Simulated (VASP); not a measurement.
Runs of VASP 6.6.1 on ZnHgO2. It takes space group P4/mmm (No. 123, tetragonal). Conventional cell: a = 4.009 Å, b = 4.009 Å, c = 3.305 Å, α = 90.00°, β = 90.00°, γ = 90.00°. Zn (site symmetry 4/mmm) is surrounded by 4 O at 2.00 Å. Hg (site symmetry 4/mmm) is surrounded by 8 O at 2.60 Å. Around O (site symmetry mmm) lie 2 Zn at 2.00 Å. The cell was built by a generator and needn't be a form met in nature.

| level | gap on the mesh (eV) | pressure (GPa) | relaxed volume (Å³/atom) |
| --- | --- | --- | --- |
| RPBE+D3 | none | 0.1 | 13.67 |
| RPBE+D3(BJ) | none | 0.0 | 11.77 |
| RPBE | none | 0.0 | 13.91 |
| RPBE+D4 | none | 0.0 | (a) |

Alike in all rows: task relaxation of cell and atoms; potentials or basis VASP PAW PBE potentials, release 64 (Zn, Hg, O); no spin polarisation; cell relaxed; k mesh 5 × 5 × 6; cutoff (eV) 600; smearing fermi-dirac 0.05 eV.

Problem. Fill in the values left out.

Solution. (a) 13.08.

Caveats: the PAW data sets were made with another functional, which shifts forces and pressure a little; pairwise dispersion overbinds metals, which lowers pressure and volume (some runs).

A k mesh can miss the band edges, and the runs leave out spin-orbit coupling on Hg.

A gap of «none» marks a metal or a gap under the smearing width.
